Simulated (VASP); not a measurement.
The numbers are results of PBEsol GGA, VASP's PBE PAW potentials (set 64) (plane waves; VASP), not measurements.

A VASP calculation is set up with these files.

**POSCAR**
```
TiAl
8.047960
  0.3337040396   0.0000000000   0.0000000000
  0.0000000000   0.3476083746   0.0000000000
  0.0000000000   0.0000000000   0.5000000051
Ti Al
1 1
direct
  0.0000000000   0.0000000000   0.0000000000
  0.5000000000   0.5000000000   0.5000000000
```

INCAR:
```
SYSTEM  =  TiAl
PREC  =  Accurate; ENCUT  =  480; LREAL  =  .False.
LASPH  =  .True.
EDIFF  =  1E-7; NELM  =  100; ALGO  =  Normal
LMAXMIX  =  4
ISMEAR  =  1; SIGMA  =  0.1
GGA  =  PS
ISIF  =  2
LWAVE  =  .False.; LCHARG  =  .False.
```

File KPOINTS:
```
Automatic
0
Gamma
 12 12 8
0 0 0
```

POTCAR, in this order: Ti_sv Al (PBE.64 set). Program: vasp_std.

### Question
What will the output report for the number of irreducible k-points (NKPTS), number of bands (NBANDS), largest plane-wave count, number of space-group operations, FFT grid (NGX, NGY, NGZ)?

### Answer

number of irreducible k-points (NKPTS): 245
number of bands (NBANDS): 11
largest plane-wave count: 746
number of space-group operations: 8
FFT grid (NGX, NGY, NGZ): 20 × 20 × 30

The compound is TiAl in the L1_0 structure. This cell was strained or had an atom moved on purpose. The electron count is odd and the run is not spin-polarised, which forces a metal.
